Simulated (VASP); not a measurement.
**Be16B (a cell with a defect): single point with PBE+D3(BJ)**

Be16B (a cell with a defect):

```
CELL_PARAMETERS angstrom
-2.29000 -3.96640 0.00000
3.43500 -1.98320 0.00000
0.00000 0.00000 7.17686
ATOMIC_POSITIONS crystal
Be 0.76576 0.52355 0.99863
Be 0.45992 0.29284 0.28292
Be 0.64664 0.49010 0.52719
Be 0.55003 0.31064 0.81137
Be 0.47208 0.97964 0.00722
Be 0.28052 0.77694 0.27621
Be 0.60908 0.99226 0.48846
Be 0.23449 0.85857 0.73772
Be 0.23571 0.47670 0.99894
Be 0.97509 0.35483 0.24387
Be 0.11793 0.56022 0.48612
Be 0.99672 0.33543 0.75058
Be 0.98226 0.98238 0.96753
Be 0.75819 0.82721 0.20165
Be 0.03619 0.03347 0.50288
Be 0.74890 0.81109 0.74038
B 0.36383 0.25312 0.59727
```

The cell was built by a generator and needn't be a form met in nature.

```yaml
Program: VASP 6.6.1
Task: single point
Functional: PBE
Dispersion: D3(BJ)
Potentials_or_basis: VASP PAW PBE potentials, release 64 (Be, B)
Cutoff: 520 eV
k_mesh: 3 × 3 × 2
Occupations: fermi-dirac, width 0.05 eV
Spin: no spin polarisation
```

```json
{
 "Pressure": "6.9 GPa",
 "Largest force": "3.663 eV/Å",
 "Band gap on the k mesh": "none (metal or under the smearing width)",
 "Dispersion energy per atom": "-0.354 eV"
}
```

Forces on the atoms (eV/Å):
```
Be  -0.690  0.736  0.346
Be   0.246  0.135 -0.440
Be  -0.349 -2.063 -0.810
Be   0.263  0.326 -1.436
Be  -0.454  0.179  0.174
Be   1.066 -0.871 -1.836
Be  -0.845  0.700 -0.858
Be  -1.115 -1.012  0.374
Be  -0.019 -0.744  0.760
Be  -0.888  0.823 -0.227
Be  -1.024  1.199  0.783
Be  -0.438 -0.699 -0.641
Be   0.904 -0.331  1.042
Be   0.461 -0.097  2.912
Be   1.287 -0.859 -0.811
Be  -0.183 -0.565  0.051
B    1.779  3.143  0.614
```

Stress tensor (GPa, compression positive):
```
 5.86 -1.56 -4.93
-1.56  4.68 -7.34
-4.93 -7.34 10.02
```

Levels at points of the mesh, in eV from the Fermi level:
```
           k point  band 15  band 16  band 17  band 18  band 19  band 20
(0.00, 0.00, 0.00)    -1.68    -1.37    -1.10     0.68     0.86     1.07
(0.00, 0.00, 0.50)    -1.67    -1.48    -0.67     0.38     0.41     1.23
```

Wall time 39 s on 1 thread of Intel(R) Xeon(R) Platinum 8559C (Emerald Rapids), on a shared host, peak memory 0.26 GiB.

Caveat: the k mesh is coarse (spacing up to 0.53 Å⁻¹), so the values aren't converged.
